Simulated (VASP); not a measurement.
Calculation: PBEsol GGA, VASP's PBE PAW potentials (set 64) (plane waves; VASP).

Input for VASP

POSCAR:
```
MgZn2O3
1.0
  3.0098517044   0.0000000000   0.0000000000
 -1.5049258522   2.6066078962   0.0000000000
  0.0000000000   0.0000000000   7.3449728101
Mg Zn O
1 2 3
Cartesian
  0.0000000000   0.0000000000   0.0000000000
 -0.0000015049   1.7377394663   4.9101676209
  1.5049273571   0.8688684299   2.4348051892
 -0.0000015049   1.7377394663   1.1830895380
  1.5049273571   0.8688684299   6.1618832721
  0.0000000000   0.0000000000   3.6724864050
```

INCAR:
```
SYSTEM  =  MgZn2O3
PREC  =  Accurate; ENCUT  =  520; LREAL  =  .FALSE.
LASPH  =  .TRUE.
EDIFF  =  1E-7; NELM  =  100; ALGO  =  Normal
LMAXMIX  =  4
ISMEAR  =  -5
GGA  =  PS
ISIF  =  2
LWAVE  =  .FALSE.; LCHARG  =  .TRUE.; LORBIT  =  11
NEDOS  =  601
LEFG  =  .TRUE.
```

**KPOINTS**
```
Automatic mesh
0
Gamma
9 9 4
0 0 0
```

POTCAR, in this order: Mg Zn O (PBE.64 set). Program: vasp_std.

The run wrote:

File OSZICAR:
```
       N       E                     dE             d eps       ncg     rms          rms(c)
DAV:   1     0.393434197799E+03    0.39343E+03   -0.22801E+04  2284   0.232E+03
DAV:   2     0.880006045392E+01   -0.38463E+03   -0.37383E+03  2484   0.474E+02
DAV:   3    -0.345406728612E+02   -0.43341E+02   -0.42981E+02  2512   0.166E+02
DAV:   4    -0.357372093869E+02   -0.11965E+01   -0.11927E+01  2696   0.282E+01
DAV:   5    -0.357499143260E+02   -0.12705E-01   -0.12695E-01  2620   0.290E+00    0.147E+01
DAV:   6    -0.313295627125E+02    0.44204E+01   -0.16856E+01  3868   0.823E+01    0.968E+00
DAV:   7    -0.315866346097E+02   -0.25707E+00   -0.41543E+00  2412   0.177E+01    0.608E+00
DAV:   8    -0.315916108804E+02   -0.49763E-02   -0.13286E+00  3404   0.125E+01    0.200E+00
DAV:   9    -0.314971120207E+02    0.94499E-01   -0.33485E-01  3884   0.110E+01    0.385E-01
DAV:  10    -0.315013798341E+02   -0.42678E-02   -0.75170E-02  2370   0.197E+00    0.125E-01
DAV:  11    -0.315012254235E+02    0.15441E-03   -0.19443E-03  3298   0.495E-01    0.484E-02
DAV:  12    -0.315012350517E+02   -0.96281E-05   -0.37631E-04  2566   0.155E-01    0.347E-02
DAV:  13    -0.315012300026E+02    0.50490E-05   -0.14336E-04  3332   0.102E-01    0.143E-02
DAV:  14    -0.315012305153E+02   -0.51267E-06   -0.22184E-05  2956   0.764E-02    0.846E-03
DAV:  15    -0.315012299559E+02    0.55943E-06   -0.10622E-05  3672   0.593E-02    0.236E-03
DAV:  16    -0.315012297963E+02    0.15957E-06   -0.18641E-06  3420   0.224E-02    0.152E-03
DAV:  17    -0.315012297544E+02    0.41935E-07   -0.30234E-07  1882   0.459E-03
   1 F= -.31501230E+02 E0= -.31501230E+02  d E =0.000000E+00
```

### OUTCAR
```
------------------------ aborting loop because EDIFF is reached ----------------------------------------
  FORCE on cell =-STRESS in cart. coord.  units (eV):
  Direction    XX          YY          ZZ          XY          YZ          ZX
  --------------------------------------------------------------------------------------
  Total        0.0955805      0.0955804      0.0299835     -0.0000000      0.0000000     -0.0000000
  in kB        2.6574719      2.6574716      0.8336478     -0.0000000      0.0000000     -0.0000000
  external PRESSURE =       2.0495305 kB  Pullay stress =       0.0000000 kB
  volume of cell :       57.63
      direct lattice vectors                 reciprocal lattice vectors
     3.009851704  0.000000000  0.000000000     0.332242282  0.191820182  0.000000000
    -1.504925852  2.606607896  0.000000000     0.000000000  0.383640363  0.000000000
     0.000000000  0.000000000  7.344972810     0.000000000  0.000000000  0.136147543
 POSITION                                       TOTAL-FORCE (eV/Angst)
 -----------------------------------------------------------------------------------
      0.00000      0.00000      0.00000         0.000000      0.000000      0.000000
     -0.00000      1.73774      4.91017         0.000000      0.000000      0.002037
      1.50493      0.86887      2.43481        -0.000000     -0.000000     -0.002037
     -0.00000      1.73774      1.18309        -0.000000      0.000000     -0.008456
      1.50493      0.86887      6.16188         0.000000      0.000000      0.008456
      0.00000      0.00000      3.67249         0.000000      0.000000      0.000000
 -----------------------------------------------------------------------------------
    total drift:                                0.000000      0.000000      0.000000
  FREE ENERGIE OF THE ION-ELECTRON SYSTEM (eV)
  ---------------------------------------------------
  free  energy   TOTEN  =       -31.5012297544 eV

  energy  without entropy=      -31.5012297544  energy(sigma->0) =      -31.50122975

 total charge

# of ion       s       p       d       tot
------------------------------------------
    1        0.148   0.175   0.078   0.400
    2        0.411   0.415   9.917  10.743
    3        0.411   0.415   9.917  10.743
    4        1.547   3.478   0.000   5.025
    5        1.547   3.478   0.000   5.025
    6        1.558   3.415   0.000   4.973
--------------------------------------------------
tot          5.622  11.375  19.912  36.908
```
(Selected blocks of OUTCAR.)

The structure comes from a computed database's MgZn2O3 entry (P-3m1); how it stands against other phases isn't given here. It was relaxed first.
